VASP 6.6.1 calculations with PBE and the recommended PAW potentials (Ga_d, N) for zinc-blende GaN in a fixed two-atom cell (cubic edge 4.507 Å), without spin polarisation. All rows use an 8 × 8 × 8 k mesh and Gaussian smearing of 0.02 eV; pressure is positive in compression.

| wave cutoff | pressure (GPa) |
| --- | --- |
| 300 eV | -13.310 |
| 350 eV | -3.750 |
| 400 eV | 1.530 |
| 450 eV | 4.200 |
| 520 eV | 5.050 |
| 600 eV | 4.910 |
| 700 eV | 4.930 |

**What the column says**

The wave cutoff is the highest kinetic energy of the plane waves from which the orbitals are built. The pressure is positive when the cell pushes outward. The atoms and the cell are the same in every row, so the converged pressure is one single number, and every change down the column is a numerical error, nearly all of it from the basis.

That error is large. At 300 eV the pressure is wrong by about 18 GPa, at 400 eV by a few GPa, at 450 eV by less than one, and from 520 eV up by about a tenth at most. The two lowest cutoffs, which lie below the default cutoff of the nitrogen potential (400 eV, a recalled value), even give the wrong sign. They say that the crystal wants to shrink, while the settled value of about 4.9 GPa says that it wants to expand. This last statement is about the physics at the PBE level: the given cell is smaller than the one PBE would choose.

**Why a poor basis pulls the cell inward**

The program obtains the pressure by asking how the energy changes when the cell is stretched slightly with its set of plane waves kept. Stretching the cell stretches every wave with it. Longer waves have lower kinetic energy, so the same set now reaches less far and describes sharp features less well.

Two limits show what follows. If the basis is practically complete, losing a little reach costs no energy, and the pressure is right. If the basis is poor, losing reach costs much energy, so the calculation resists expansion for a reason that has nothing to do with chemical bonds. This resistance appears as a false inward pull, called Pulay stress, and it makes the pressure too negative.

The size of the pull follows in three steps.

1. The kinetic energy of a wave goes as one over its wavelength squared. With the set of waves kept, the cutoff therefore goes as volume to the power −2/3.
2. A small expansion thus lowers the effective cutoff, by two thirds of a percent for each percent of volume.
3. The false pressure is the energy lost in this way per unit of added volume:

   false pressure = (2/3) × (cutoff / volume) × (slope of energy with cutoff)

More plane waves can only lower the energy of a given problem, so the slope is negative and the false pressure is negative too. Theory thus gives the sign, and it explains why the column climbs towards its final value from below. It also tells what sets the pace. The error lasts as long as the orbitals still have sharp parts that the next plane waves would improve.

**How fast the error should die**

A smooth, bell-shaped orbital contains ever less of the short waves, and its content falls exponentially with their kinetic energy. The simplest expectation is therefore that each extra 50 eV leaves the same fraction of the error.

The table doesn't bear this out. Take the error as the pressure still missing, that is, the value at 700 eV less the value of the row. From 300 to 350 eV about 48% of it survives, over the next step 39%, and over the step to 450 eV only 21%. The error does not fade at a steady rate; it runs out.

A possible reason is that such potentials are designed to need few waves beyond a chosen energy, so that the content of short waves drops faster there than in a simple bell curve. The table has only one set of potentials and can't test this. For an estimate by hand it is enough to use a form that comes to an end.

**The rule**

Count how many steps of 50 eV the cutoff lies below 525 eV. Cube that number and divide by five. The result is the missing pressure in GPa; above 525 eV it is zero.

*First row, 350 eV.* The distance to 525 eV is 175 eV, or 3.5 steps. The cube of 3.5 is about 43, and a fifth of that is 8.6 GPa. Subtracted from the settled 4.9 GPa this gives −3.7 GPa, and the table has −3.75 GPa.

*Second row, 400 eV.* The distance is 125 eV, or 2.5 steps. The cube is about 15.6, and a fifth of it is 3.1 GPa. The estimate is 4.9 − 3.1 = 1.8 GPa, and the table has 1.53 GPa.

The rule can also be turned round. To leave no more than 1 GPa missing, the cube must not exceed five, so the number of steps must not exceed 1.7. That is 85 eV below 525 eV, or a cutoff of about 440 eV. The neighbouring rows agree: 400 eV is clearly too low and 450 eV is just sufficient.

**How good it is**

Over the whole table the rule misses the computed pressure by at most 0.28 GPa, and the worst row is the second one worked above. Up to 450 eV, where there is a sizeable error to estimate, it gives the missing pressure to within about 8%.

This is the accuracy of a description, not of a prediction. The constants 525 and one fifth are rounded numbers chosen with all rows in view, the two worked ones included. The output below shows least-squares fits of two forms to all seven rows, each with three free constants: an exponential and a cube that ends at some cutoff. The exponential misses the 450 eV row by 0.6 GPa, whereas the cube stays within 0.1 GPa everywhere.

The better fit doesn't make the cube a law. Theory gives the negative sign and a steep decay, but no reason for the power three, and nothing special happens in the crystal at 525 eV. Slightly different constants serve even better: the fitted cube ends at 531 eV and follows the rows more closely than the hand rule.

**Where it stops**

The rule supplies only the missing part. The settled pressure of 4.9 GPa comes from the run at the highest cutoff, and without such a run the rule has nothing to subtract from. Its constants belong to this cell and these potentials. For a neighbouring case the mechanism gives the direction: potentials that need shorter waves move the whole climb to higher cutoffs, and softer ones let it end earlier.

At the upper end the rule gives out at about a tenth of a GPa. The last three pressures differ by 0.14 GPa and do not follow one direction: they fall from 520 to 600 eV and rise slightly to 700 eV. The 520 eV row even lies slightly above the last one, which an inward pull alone would not give. Other settings tied to the cutoff, such as the grid that holds the density, may add such scatter. The rule replaces it by zero. Below 300 eV there is no row to check it against.

**What the error does to a cell**

A pressure error matters most when it is used to find the size of the cell. The bulk modulus of GaN is roughly 170 GPa (a recalled value), and a length changes by the pressure divided by three times that modulus. The 3.4 GPa missing at 400 eV then correspond to 3.4 / 510, or about 0.7% in cell length. A cell relaxed until the printed pressure vanishes would come out too short by about that much.

The total energy gives no warning of this. In the same runs the energies at 400 and 700 eV differ by only about 5 meV per cell. VASP adds to the energy a correction, taken from the free atoms, for what the cutoff leaves out, and this hides most of the slope that drives the false pressure. For the same reason the printed energies can't be put into the formula above. Whether a pressure has settled has to be judged from the pressure itself.

Printed output of the fit:

```
fit of pressure on 7 rows: constant 5.341 +/- 0.24, coefficient of exp((300 - ecut)/s) -18.81 +/- 0.56, s 63.5; rms 0.381, worst 450 eV -0.631, leave-one-out rms 2.28
fit of pressure on 7 rows: constant 4.96 +/- 0.039, coefficient of ((s - ecut + abs(s - ecut))/100)**3 -0.1847 +/- 0.00092, s 531.2; rms 0.0632, worst 400 eV 0.0962, leave-one-out rms 0.167
Missing pressure and hand rule in GPa:
     row  missing to 700 eV  steps of 50 eV below 525  steps cubed  rule missing  rule pressure  rule less computed  exponential fit
  300 eV              18.24                       4.5        91.12         18.23          -13.3               0.015           -13.47
  350 eV               8.68                       3.5        42.88         8.575         -3.645               0.105           -3.218
  400 eV                3.4                       2.5        15.62         3.125          1.805               0.275            1.446
  450 eV               0.73                       1.5        3.375         0.675          4.255               0.055            3.569
  520 eV              -0.12                       0.1        0.001        0.0002           4.93             -0.1202            4.752
  600 eV               0.02                         0            0             0           4.93                0.02            5.174
  700 eV                  0                         0            0             0           4.93                   0            5.306
Fraction of missing pressure left from 300 to 350 eV: 0.4759
Fraction of missing pressure left from 350 to 400 eV: 0.3917
Fraction of missing pressure left from 400 to 450 eV: 0.2147
Constant fraction per 50 eV in the exponential fit: 0.455
Largest miss of the hand rule over all rows in GPa: 0.275
Largest relative miss of the rule's missing pressure for 300 to 450 eV in percent: 8.088
Spread of the pressures from 520 eV up in GPa: 0.14
Cutoff where the rule leaves 1 GPa missing in eV: 439.5
Span of total energies over all rows in meV per cell: 24.6
Energy at 400 eV less energy at 700 eV in meV per cell: 5.39
Rough cell length error from the missing pressure at 400 eV in percent: 0.6667
```
